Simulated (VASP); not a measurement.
Calculation: PBE GGA, VASP's PBE PAW potentials (set 64) (plane waves; VASP).

A VASP calculation is set up with these files.

**POSCAR**
```
Al
1.0
  0.0000000000   2.0177177769   2.0177177769
  2.0177177769   0.0000000000   2.0177177769
  2.0177177769   2.0177177769   0.0000000000
Al
1
Cart
  0.0000000000   0.0000000000   0.0000000000
```

### INCAR
```
LASPH = .True.   ! aspherical one-centre terms
GGA = PE   ! PBE
SIGMA = 0.1   ! width (eV)
ISIF = 2
LCHARG = .False.
PREC = Accurate
NELM = 100
EDIFF = 1E-7   ! SCF stop (eV)
ENCUT = 480   ! plane-wave cut-off (eV)
SYSTEM = Al
ALGO = Normal   ! blocked Davidson
LREAL = .False.   ! projection in real space or not
ISMEAR = 1
LWAVE = .False.
```

### KPOINTS
```
Automatic
0
Gamma
 14 14 14
```

POTCAR, in this order: Al (PBE.64 set). Program: vasp_std.

Output

OSZICAR:
```
       N       E                     dE             d eps       ncg     rms          rms(c)
DAV:   1    -0.154200239281E+01   -0.15420E+01   -0.85115E+02  1135   0.310E+02
DAV:   2    -0.374481900846E+01   -0.22028E+01   -0.19218E+01  1305   0.299E+01
DAV:   3    -0.376111801269E+01   -0.16299E-01   -0.16289E-01  1465   0.318E+00
DAV:   4    -0.376116121596E+01   -0.43203E-04   -0.43202E-04  1380   0.156E-01
DAV:   5    -0.376116146415E+01   -0.24819E-06   -0.24770E-06  1380   0.988E-03    0.131E+00
DAV:   6    -0.374785047918E+01    0.13311E-01   -0.16967E-03  1255   0.311E-01    0.764E-01
DAV:   7    -0.373815253983E+01    0.96979E-02   -0.50855E-03  1255   0.505E-01    0.147E-01
DAV:   8    -0.373814817948E+01    0.43603E-05   -0.24434E-05  1330   0.527E-02    0.728E-03
DAV:   9    -0.373814667778E+01    0.15017E-05   -0.98579E-07  1345   0.685E-03    0.122E-03
DAV:  10    -0.373814629854E+01    0.37924E-06   -0.50995E-09  1040   0.775E-04    0.827E-04
DAV:  11    -0.373814622435E+01    0.74191E-07   -0.27974E-10   680   0.161E-04
   1 F= -.37381462E+01 E0= -.37382701E+01  d E =0.371510E-03
```

OUTCAR:
```
------------------------ aborting loop because EDIFF is reached ----------------------------------------
  FORCE on cell =-STRESS in cart. coord.  units (eV):
  Direction    XX          YY          ZZ          XY          YZ          ZX
  --------------------------------------------------------------------------------------
  Total        0.0022209      0.0022209      0.0022209     -0.0000000      0.0000000     -0.0000000
  in kB        0.2165890      0.2165890      0.2165890     -0.0000000      0.0000000     -0.0000000
  external PRESSURE =       0.2165890 kB  Pullay stress =       0.0000000 kB
  volume of cell :       16.43
      direct lattice vectors                 reciprocal lattice vectors
     0.000000000  2.017717777  2.017717777    -0.247804726  0.247804726  0.247804726
     2.017717777  0.000000000  2.017717777     0.247804726 -0.247804726  0.247804726
     2.017717777  2.017717777  0.000000000     0.247804726  0.247804726 -0.247804726
 POSITION                                       TOTAL-FORCE (eV/Angst)
 -----------------------------------------------------------------------------------
      0.00000      0.00000      0.00000        -0.000000      0.000000      0.000000
 -----------------------------------------------------------------------------------
    total drift:                                0.000000      0.000000     -0.000000
  FREE ENERGIE OF THE ION-ELECTRON SYSTEM (eV)
  ---------------------------------------------------
  free  energy   TOTEN  =        -3.7381462243 eV

  energy  without entropy=       -3.7385177339  energy(sigma->0) =       -3.73827006
```
(Selected blocks of OUTCAR.)

The compound is Al in the fcc structure. It was relaxed first.
